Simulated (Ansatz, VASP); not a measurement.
# BeCd: VASP beside Ansatz, part 2 of 2

Wanted: the spread between two codes on one cell, functional and k mesh. The cell is generated by rule, not measured, and may not be a known phase. Of the first pair: The two relaxations start from unlike cells of this crystal (the structure described is Ansatz's start), so only their ends are compared.

VASP 6.6.1 and Ansatz 0.2.0.

So far: The starting structure; Ansatz: relaxation of cell and atoms, PBEsol; VASP: relaxation of cell and atoms, PBEsol; Differences.

## 5. VASP: zone-centre phonons, PBEsol

Level of this step: PBEsol; plane waves and PAW (Be, Cd); invented cell (VASP).

Second derivatives magnify differences that forces hide, and they need a tight electronic threshold. This pair takes another cell of the material, with 2 atoms against 4 for the pair before.

Input file INCAR:

```
SYSTEM = BeCd
PREC = Accurate
ENCUT = 600
EDIFF = 1E-08
NELM = 120
ISMEAR = 1
SIGMA = 0.2
LREAL = .FALSE.
ALGO = Normal
GGA = PS
NBANDS = 13
LORBIT = 11
LWAVE = .FALSE.
LCHARG = .FALSE.
ISIF = 2
IBRION = 8
LASPH = .TRUE.
GGA_COMPAT = .FALSE.
KPAR = 2
```

Input file POSCAR:

```
BeCd
1.0
    3.0606354560      0.0000000000      0.0000000000
    0.0000000000      3.0606354560      0.0000000000
    0.0000000000      0.0000000000      3.0606354560
Be Cd
1 1
Direct
    0.0000000000      0.0000000000      0.0000000000
    0.5000000000      0.5000000000      0.5000000000
```

Input file KPOINTS:

```
Automatic mesh
0
Gamma
16 16 16
0 0 0
```

Potentials, in the order of the species: Be and Cd (PBE family, release 64).

Started as:

```sh
$ mpirun -np 2 vasp_std
```

Numbers of over 12 decimals in the logs are rounded to 6 here.

The program printed:

```text
[banner, memory and clock lines left out]
running    2 mpi-ranks, on    1 nodes
[...]
[... a notice as in an earlier step ...]

 LDA part: xc-table for (Slater+PW92), standard interpolation
 POSCAR, INCAR and KPOINTS ok, starting setup
[...]
entering main loop
       N       E                     dE             d eps       ncg     rms          rms(c)
DAV:   1     0.848794102788E+02    0.84879E+02   -0.80669E+03  4290   0.117E+03
DAV:   2    -0.277046437245E+01   -0.87650E+02   -0.82114E+02  4885   0.265E+02
DAV:   3    -0.463019001066E+01   -0.18597E+01   -0.18543E+01  5220   0.419E+01
DAV:   4    -0.463350675650E+01   -0.33167E-02   -0.33158E-02  4638   0.190E+00
[...]
DAV:  11    -0.425522555059E+01   -0.14858E-06   -0.22351E-06  5100   0.147E-02    0.102E-02
DAV:  12    -0.425522509597E+01    0.45461E-06   -0.10973E-06  5014   0.126E-02    0.341E-04
DAV:  13    -0.425522510318E+01   -0.72100E-08   -0.42020E-08  4661   0.199E-03
   1 F= -.42552251E+01 E0= -.42548923E+01  d E =-.998316E-03
[...]
RMM:   6    -0.740637422888E-02    0.55287E-06   -0.45933E-09 17112   0.550E-04    0.210E-04
RMM:   7    -0.740571041419E-02    0.66381E-06   -0.39360E-10 16903   0.181E-04    0.165E-05
RMM:   8    -0.740571357697E-02   -0.31628E-08    0.13918E-11 17233   0.158E-05    0.421E-06
 first order change of Fermi-energy  -0.59390E-04
 force on displaced ion       1 direction 1 :  -2.561  -0.000   0.000
 Linear response progress:
  Degree of freedom:   2/  2
       N       E                     dE             d eps       ncg     rms          rms(c)
RMM:   1    -0.420416450083E+00   -0.42042E+00   -0.22258E-01 15562   0.354E+00
RMM:   2    -0.421211071572E+00   -0.79462E-03   -0.10094E-03 16150   0.283E-01    0.495E-02
RMM:   3    -0.420937528865E+00    0.27354E-03   -0.28020E-05 17569   0.425E-02    0.279E-02
RMM:   4    -0.420664555228E+00    0.27297E-03   -0.46668E-05 17042   0.492E-02    0.733E-03
[...]
RMM:   9    -0.420608867480E+00   -0.90972E-07   -0.89083E-11 18501   0.236E-05    0.123E-06
RMM:  10    -0.420608837438E+00    0.30043E-07   -0.11676E-10 15690   0.628E-06    0.486E-07
RMM:  11    -0.420608836384E+00    0.10532E-08   -0.71689E-11  9187   0.443E-06    0.149E-07
 first order change of Fermi-energy   0.22139E-03
 force on displaced ion       2 direction 1 :  -2.529   0.000  -0.000
 Linear response finished
```

OUTCAR, selected parts (step 5):

```text
  Total        0.0308476      0.0308476      0.0308476      0.0000000      0.0000000      0.0000000
  in kB        1.7238418      1.7238418      1.7238418      0.0000000      0.0000000      0.0000000
  external PRESSURE =       1.7238418 kB  Pullay stress =       0.0000000 kB

 POSITION                                       TOTAL-FORCE (eV/Angst)
 -----------------------------------------------------------------------------------
      0.00000      0.00000      0.00000         0.000000      0.000000      0.000000
      1.53032      1.53032      1.53032         0.000000      0.000000      0.000000
 -----------------------------------------------------------------------------------
    total drift:                                0.000000     -0.000000     -0.000000

[... 2 further parts left out ...]
```

## 6. Ansatz: zone-centre phonons, PBEsol

The same cell, functional, mesh and smearing now go to Ansatz, which takes its cutoff from its data sets.

The cell is taken from a series of runs on this material, whose earlier steps may have relaxed, scaled, displaced or heated it; both programs get it as it stands.

Input file input.yaml:

```yaml
crystal:
  lattice:
    - [3.060635456, 0.0, 0.0]
    - [0.0, 3.060635456, 0.0]
    - [0.0, 0.0, 3.060635456]
  atoms:
    - { symbol: Be, position: [0.0, 0.0, 0.0] }
    - { symbol: Cd, position: [0.5, 0.5, 0.5] }
kpoints:
  mp_grid: { grid: [16, 16, 16] }
hamiltonian:
  xc: pbesol
  pseudopotentials: { kind: nc, accuracy: standard }
scf:
  occupations: { method: methfessel_paxton, width: 0.2 }
output:
  eigenvalues: true
phonons:
  method: dfpt
```

Started as:

```sh
$ ansatz run input.yaml --threads 4 --pin off --max-ram 7168MiB --backend cpu --events-out ev --progress --plain --runs-dir out
```

The program printed:

```text
[...]
Crystal: 2 atoms, lattice volume = 28.670 Å³
Basis set: ecut = 1387.780699 eV, 3407 PW (Γ), exchange–correlation on 80×80×80 points (8 copies of the dense FFT grid, shifted against one another)
Bands: 16, of which v1, the nominal top of the filled ones, is band 12 counted from 1 (11 counted from 0)
Symmetry: 48 space group operations
k-points: 405 of 4096 (irreducible under 8 space group operations, time reversal used)
[...]
k mesh reduced under 8 symmetry operations, with k and −k counted as one. Each operation leaves every solved perturbation unchanged. A smaller set is not used because it would not reduce the number of displacements times k-points to solve
  ASR residual: 2.081e-4 → 0.000e0 eV/Å²; symmetrization residual: 5.586e-6 eV/Å²
  ASR residual per site (eV/Å²): 1.53e-6 2.08e-4
  Γ frequencies (cm⁻¹): 0.00 0.00 0.00 287.79 287.79 287.79
  non-analytic LO–TO correction: not included (Born effective charges unavailable; polar crystals: no LO–TO splitting at Γ)
[key lines of the parts left out:]
SCF converged after 9 iterations
Free energy (F): -5144.478624 eV
Fermi energy:    14.514879 eV
```

## 7. Side by side

What differs besides the data sets and the points named for the pairs above, as far as they apply: the data sets hold 24 valence electrons in Ansatz (on norm-conserving files, of PseudoDojo where its log says so) and 14 in VASP. Total energies have different zeros and are not compared.

Both answers:

| quantity | Ansatz | VASP | difference |
| --- | --- | --- | --- |
| optical mode 1 to 3 (cm⁻¹) | 287.8 | 288.8 | -0.34 % |

Modes are paired by rising frequency, not by their patterns, so a pair may set unlike modes beside each other; they are those without the splitting of longitudinal modes.

## 8. Results

| Item | Value |
| --- | --- |
| difference in volume (relaxation of cell and atoms, PBEsol) | -0.17 % |
| r.m.s. difference of the optical zone-centre modes, each program's sorted by frequency (zone-centre phonons, PBEsol) | 0.98 cm⁻¹ |

**Reading.** The difference in volume is -0.17 % (relaxation of cell and atoms, PBEsol), within the 1.2 % picked in this series as the mark of a large difference, as far as the stopping tolerances let one tell. The data sets hold unlike numbers of valence electrons (48 in Ansatz and 28 in VASP and 24 in Ansatz and 14 in VASP), so part of the differences comes from the potentials. How closely two codes agree says nothing of how well the functional describes the real material.

[Lines on the potential files, build, host, timing and source positions are cut from VASP's logs without a mark.]

[Logs are printed without paths, hosts, clocks, repeated set-up lines and the standing remarks that a program may print on its own settings, such as how far it seeks lower states.]

[Hosts, paths, dates, database ids (printed as entryN), source tags and the programs' standing remarks are cut or masked in the printed files.]
